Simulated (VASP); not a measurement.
**NbSi (relaxed from the rocksalt structure, space group Fm-3m): computed properties**

All values below come from PBEsol GGA, VASP's PBE PAW potentials (set 64) (plane waves; VASP 6.6.1).

```json
{
  "space_group": "Fm-3m (225)",
  "cell": "a = b = c = 5.0946 Å, α = β = γ = 90.00°",
  "volume_per_atom": "16.53 Å³/atom",
  "band gap (over mesh and band path)": "none (metal, semimetal or under 0.01 eV)",
  "density": "6.08 g/cm³"
}
```

```xyz
2
Lattice="0.0000 2.5473 2.5473 2.5473 0.0000 2.5473 2.5473 2.5473 0.0000" Properties=species:S:1:pos:R:3 pbc="T T T"
Si     0.0000     0.0000     0.0000
Nb     2.5473     2.5473     2.5473
```

The structure was generated: NbSi was put into the rocksalt type (Fm-3m), which need not be its known phase. It was relaxed first, which changed the volume by -22 %. Symmetry was kept, so distortions that lower it aren't found. The electron count is odd and the run is not spin-polarised, which forces a metal.
